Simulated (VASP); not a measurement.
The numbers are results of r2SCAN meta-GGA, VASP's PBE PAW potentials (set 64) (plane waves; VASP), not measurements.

The input files of a VASP run:

### INCAR
```
# general
SYSTEM =CoAl
PREC   =Accurate
ENCUT  =400   # plane-wave cut-off (eV)
LREAL  =.FALSE.   # projection in real space or not
LASPH  =.TRUE.   # aspherical one-centre terms

# electronic loop
EDIFF  =1E-6   # SCF stop (eV)
NELM   =100   # most electronic steps
ALGO   =Normal
LMAXMIX=4   # l cut-off of mixed one-centre charges
LMIXTAU=.TRUE.

# smearing
ISMEAR =1
SIGMA  =0.1

# functional
METAGGA=R2SCAN

# spin
ISPIN  =2   # spin-polarised
MAGMOM =0.8 -0.0

# ions
IBRION =2
NSW    =60   # most ionic steps
ISIF   =3   # ions, shape and volume
EDIFFG =-0.01

# output
LWAVE  =.FALSE.
LCHARG =.FALSE.
LORBIT =10
```

**POSCAR**
```
CoAl
1
    0.0000000000     2.3815736724     2.3815736724
    2.3815736724    -0.0000000000     2.3815736724
    2.3815736724     2.3815736724    -0.0000000000
Co Al
1 1
Direct
  0.0000000000   0.0000000000   1.0000000000
  0.5000000000   0.5000000000   0.5000000000
```

**KPOINTS**
```
Automatic mesh
0
Gamma
12 12 12
0 0 0
```

POTCAR, in this order: Co Al (PBE.64 set). Program: vasp_std.

Output of the run:

File OUTCAR:
```
 ion  position               nearest neighbor table
   1  0.000  0.000  0.000-   2 2.38   2 2.38   2 2.38   2 2.38   2 2.38   2 2.38
   2  0.500  0.500  0.500-   1 2.38   1 2.38   1 2.38   1 2.38   1 2.38   1 2.38
  LATTYP: Found a face centered cubic cell.
 ALAT       =     4.7631473448
 Subroutine PRICEL returns:
 Original cell was already a primitive cell.
 Subroutine GETGRP returns: Found 48 space group operations
The static configuration has the point symmetry O_h .
The dynamic configuration has the point symmetry O_h .
The overall configuration has the point symmetry O_h .
 Subroutine INISYM returns: Found 48 space group operations
 Subroutine IBZKPT returns following result:
 Found     72 irreducible k-points:

 Following reciprocal coordinates:
            Coordinates               Weight
  0.000000  0.000000  0.000000      1.000000
  0.083333  0.000000  0.000000      8.000000
  0.166667  0.000000  0.000000      8.000000
  0.250000  0.000000  0.000000      8.000000
  0.333333  0.000000  0.000000      8.000000
  0.416667  0.000000  0.000000      8.000000
  0.500000  0.000000  0.000000      4.000000
  0.083333  0.083333  0.000000      6.000000
  0.166667  0.083333  0.000000     24.000000
  0.250000  0.083333  0.000000     24.000000
  0.333333  0.083333  0.000000     24.000000
  0.416667  0.083333  0.000000     24.000000
  0.500000  0.083333  0.000000     24.000000
 -0.416667  0.083333  0.000000     24.000000
 -0.333333  0.083333  0.000000     24.000000
 -0.250000  0.083333  0.000000     24.000000
 -0.166667  0.083333  0.000000     24.000000
 -0.083333  0.083333  0.000000     12.000000
  0.166667  0.166667  0.000000      6.000000
  0.250000  0.166667  0.000000     24.000000
  0.333333  0.166667  0.000000     24.000000
  0.416667  0.166667  0.000000     24.000000
  0.500000  0.166667  0.000000     24.000000
...
```

File OSZICAR:
```
       N       E                     dE             d eps       ncg     rms          rms(c)
DAV:   1     0.222837134850E+02    0.22284E+02   -0.43717E+03  2936   0.962E+02
DAV:   2    -0.206606805926E+02   -0.42944E+02   -0.40572E+02  2896   0.176E+02
DAV:   3    -0.217827941629E+02   -0.11221E+01   -0.11099E+01  3364   0.383E+01
DAV:   4    -0.218054162255E+02   -0.22622E-01   -0.22612E-01  3530   0.487E+00
DAV:   5    -0.218062267952E+02   -0.81057E-03   -0.81052E-03  3402   0.886E-01    0.112E+01
DAV:   6    -0.231106406916E+02   -0.13044E+01   -0.61023E+01  3136   0.125E+02    0.179E+01
DAV:   7    -0.190885444989E+02    0.40221E+01   -0.22376E+01  3174   0.722E+01    0.238E+00
DAV:   8    -0.191023615472E+02   -0.13817E-01   -0.84962E-01  3826   0.125E+01    0.168E+00
DAV:   9    -0.190922064083E+02    0.10155E-01   -0.29585E-02  3386   0.234E+00    0.954E-01
DAV:  10    -0.190928442483E+02   -0.63784E-03   -0.33836E-02  3458   0.269E+00    0.249E-01
DAV:  11    -0.190927472520E+02    0.96996E-04   -0.10880E-03  3118   0.375E-01    0.142E-01
DAV:  12    -0.190927183518E+02    0.28900E-04   -0.20842E-03  3636   0.670E-01    0.486E-02
DAV:  13    -0.190927339434E+02   -0.15592E-04   -0.98543E-05  3518   0.134E-01    0.168E-02
DAV:  14    -0.190927333161E+02    0.62725E-06   -0.56846E-06  3134   0.331E-02
   1 F= -.19092733E+02 E0= -.19092571E+02  d E =-.190927E+02  mag=     0.6507
       N       E                     dE             d eps       ncg     rms          rms(c)
DAV:   1    -0.191319004241E+02   -0.39166E-01   -0.53514E-01  3104   0.126E+01    0.190E+00
DAV:   2    -0.192109732887E+02   -0.79073E-01   -0.17817E+00  3198   0.198E+01    0.300E+00
DAV:   3    -0.190928535248E+02    0.11812E+00   -0.76005E-01  3176   0.132E+01    0.194E-01
DAV:   4    -0.190928334136E+02    0.20111E-04   -0.44290E-03  3018   0.690E-01    0.173E-01
DAV:   5    -0.190926186675E+02    0.21475E-03   -0.62474E-04  4180   0.262E-01    0.511E-02
DAV:   6    -0.190926136038E+02    0.50637E-05   -0.17914E-04  3732   0.168E-01    0.238E-02
DAV:   7    -0.190926093299E+02    0.42739E-05   -0.19422E-05  3126   0.678E-02    0.103E-02
DAV:   8    -0.190926079264E+02    0.14035E-05   -0.25731E-06  2228   0.184E-02    0.315E-03
DAV:   9    -0.190926079932E+02   -0.66823E-07   -0.37809E-07  1496   0.863E-03
   2 F= -.19092608E+02 E0= -.19092395E+02  d E =0.125323E-03  mag=     0.6437
       N       E                     dE             d eps       ncg     rms          rms(c)
DAV:   1    -0.191051167901E+02   -0.12509E-01   -0.16363E-01  3100   0.711E+00    0.103E+00
DAV:   2    -0.191281583892E+02   -0.23042E-01   -0.54133E-01  3248   0.107E+01    0.166E+00
DAV:   3    -0.190932665781E+02    0.34892E-01   -0.23646E-01  3200   0.724E+00    0.134E-01
DAV:   4    -0.190931905357E+02    0.76042E-04   -0.11441E-03  2946   0.343E-01    0.785E-02
DAV:   5    -0.190931564236E+02    0.34112E-04   -0.21960E-04  3886   0.153E-01    0.194E-02
DAV:   6    -0.190931619637E+02   -0.55401E-05   -0.71358E-06  3372   0.319E-02    0.145E-02
DAV:   7    -0.190931636449E+02   -0.16813E-05   -0.49534E-06  2370   0.341E-02    0.502E-03
DAV:   8    -0.190931647776E+02   -0.11327E-05   -0.12335E-06  1476   0.163E-02    0.189E-03
DAV:   9    -0.190931646998E+02    0.77813E-07   -0.83498E-08  1458   0.484E-03
   3 F= -.19093165E+02 E0= -.19092991E+02  d E =-.431384E-03  mag=     0.6488
```

### OUTCAR
```
------------------------ aborting loop because EDIFF is reached ----------------------------------------
  FORCE on cell =-STRESS in cart. coord.  units (eV):
  Direction    XX          YY          ZZ          XY          YZ          ZX
  --------------------------------------------------------------------------------------
  Total       -0.0105591     -0.0105591     -0.0105591      0.0000000     -0.0000000     -0.0000000
  in kB       -0.6299821     -0.6299821     -0.6299821      0.0000000     -0.0000000     -0.0000000
  external PRESSURE =      -0.6299821 kB  Pullay stress =       0.0000000 kB
  volume of cell :       26.85
      direct lattice vectors                 reciprocal lattice vectors
    -0.000000000  2.376801002  2.376801002    -0.210366791  0.210366791  0.210366791
     2.376801002 -0.000000000  2.376801002     0.210366791 -0.210366791  0.210366791
     2.376801002  2.376801002  0.000000000     0.210366791  0.210366791 -0.210366791
 POSITION                                       TOTAL-FORCE (eV/Angst)
 -----------------------------------------------------------------------------------
      0.00000      0.00000      0.00000         0.000000      0.000000     -0.000000
      2.37680      2.37680      2.37680        -0.000000     -0.000000      0.000000
 -----------------------------------------------------------------------------------
    total drift:                                0.000000     -0.000000     -0.000000
  FREE ENERGIE OF THE ION-ELECTRON SYSTEM (eV)
  ---------------------------------------------------
  free  energy   TOTEN  =       -19.0931646998 eV

  energy  without entropy=      -19.0926439282  energy(sigma->0) =      -19.09299111

 total charge

# of ion       s       p       d       tot
------------------------------------------
    1        0.444   0.386   7.598   8.428
    2        0.456   0.406   0.000   0.863
--------------------------------------------------
tot          0.901   0.793   7.598   9.291

 magnetization (x)

# of ion       s       p       d       tot
------------------------------------------
    1        0.049  -0.000   0.666   0.715
    2       -0.007  -0.010   0.000  -0.017
--------------------------------------------------
tot          0.042  -0.011   0.666   0.697

 reached required accuracy - stopping structural energy minimisation
```
(Selected blocks of OUTCAR.)

### CONTCAR
```
CoAl
   1.00000000000000
    -0.0000000000000000    2.3768010020531793    2.3768010020531793
     2.3768010020531793   -0.0000000000000000    2.3768010020531793
     2.3768010020531793    2.3768010020531793    0.0000000000000000
  Co              Al
     1     1
Direct
     0.0000000000000000    0.0000000000000000    0.0000000000000000
     0.5000000000000000    0.5000000000000000    0.5000000000000000
```

**OUTCAR**
```
 val. band max:        8.5464423121   @ k =  -0.4167   0.4167   0.0833

 cond. band min:       8.5558477055   @ k =  -0.3333   0.5000   0.1667


 Fermi energy:         8.5503456188

 spin component 1

 k-point     1 :       0.0000    0.0000    0.0000
  band No.  band energies     occupation
      1      -1.9352      1.00000
      2       6.4136      1.00000
      3       6.4136      1.00000
      4       6.4136      1.00000
      5       6.7641      1.00000
      6       6.7641      1.00000
      7      16.3810      0.00000
      8      16.3810      0.00000
      9      16.3810      0.00000
     10      20.1258      0.00000

 k-point     2 :       0.0833    0.0000    0.0000
  band No.  band energies     occupation
      1      -1.7859      1.00000
      2       6.3537      1.00000
      3       6.4407      1.00000
      4       6.4408      1.00000
      5       6.7440      1.00000
      6       6.7440      1.00000
      7      15.3257      0.00000
      8      16.3155      0.00000
      9      16.3155      0.00000
     10      19.5381      0.00000

 k-point     3 :       0.1667    0.0000    0.0000
  band No.  band energies     occupation
      1      -1.3417      1.00000
      2       6.1710      1.00000
      3       6.4508      1.00000
      4       6.4508      1.00000
      5       6.7590      1.00000
      6       6.7590      1.00000
      7      13.2563      0.00000
      8      16.1792      0.00000
      9      16.1792      0.00000
     10      19.1798      0.00000

 k-point     4 :       0.2500    0.0000    0.0000
  band No.  band energies     occupation
      1      -0.6135      1.00000
      2       5.8379      1.00000
      3       6.3503      1.00000
      4       6.3503      1.00000
      5       6.9102      1.00000
      6       6.9102      1.00000
      7      11.1670      0.00000
      8      16.0632      0.00000
      9      16.0632      0.00000
     10      18.8760      0.00000
...
```

The structure was generated: CoAl was put into the rock salt type (Fm-3m), which need not be its known phase. This run relaxes it. Symmetry was kept, so distortions that lower it aren't found. The start is the result of an earlier pass.
